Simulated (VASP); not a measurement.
Here is the system:

```yaml
crystal:
  lattice:
    - [0.00000, 2.89797, 2.89797]
    - [2.89797, 0.00000, 2.89797]
    - [2.89797, 2.89797, 0.00000]
  atoms:
    - { symbol: Ge, position: [0.00000, 0.00000, 0.00000] }
    - { symbol: Ge, position: [0.25000, 0.25000, 0.25000] }
```

Calculation: revPBE GGA, VASP's PBE PAW potentials (set 64) (plane waves; VASP 6.6.1). Run with 520 eV cut-off, 10×10×10 Γ-centred mesh, first-order Methfessel-Paxton smearing of 0.10 eV, potentials Ge_d.

Q: Estimate the energy per atom (σ→0), band gap (on the k-mesh) with the smallest direct gap where there is one.

A: 
- band gap (on the k-mesh): none (metal, semimetal or under 0.01 eV)
- energy per atom (σ→0): -4.233 eV/atom

Total energies compare only between runs with the same potentials, cut-off and functional.

The compound is Ge in the diamond structure. It was relaxed first, which changed the volume by +7 %. The start is the result of an earlier pass.
